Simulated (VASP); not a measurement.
## GeS₂ (space group P4_2/nmc): computed properties

Computed with PBEsol GGA, VASP's PBE PAW potentials (set 64) (plane waves; VASP).

```yaml
space_group: P4_2/nmc (137)
cell: a = 3.4660 Å, b = 3.4660 Å, c = 11.0718 Å, α = 90.00°, β = 90.00°, γ = 90.00°
volume_per_atom: 22.17 Å³/atom
band gap (over mesh and band path): 1.07 eV
smallest direct gap (over mesh and band path): 1.31 eV
band_gap_with_spin_orbit_coupling: 1.08 eV
density: 3.41 g/cm³
```

```yaml
crystal:
  lattice:
    - [3.46600, 0.00000, 0.00000]
    - [0.00000, 3.46600, 0.00000]
    - [0.00000, 0.00000, 11.07181]
  atoms:
    - { symbol: Ge, position: [0.00000, 0.00000, 0.50000] }
    - { symbol: Ge, position: [0.50000, 0.50000, 0.00000] }
    - { symbol: S, position: [0.00000, 0.50000, 0.87197] }
    - { symbol: S, position: [0.00000, 0.50000, 0.37197] }
    - { symbol: S, position: [0.50000, 0.00000, 0.62803] }
    - { symbol: S, position: [0.50000, 0.00000, 0.12803] }
```

The path is coarsely sampled, so an indirect gap can come out somewhat too large. Without a dispersion term in the relaxation, distances and binding between the weakly bound layers, chains or molecules are unreliable, and so is what depends on them.

The structure comes from a computed database's GeS2 entry (P4_2/nmc); how it stands against other phases isn't given here. It was relaxed first. Symmetry was kept, so distortions that lower it aren't found.
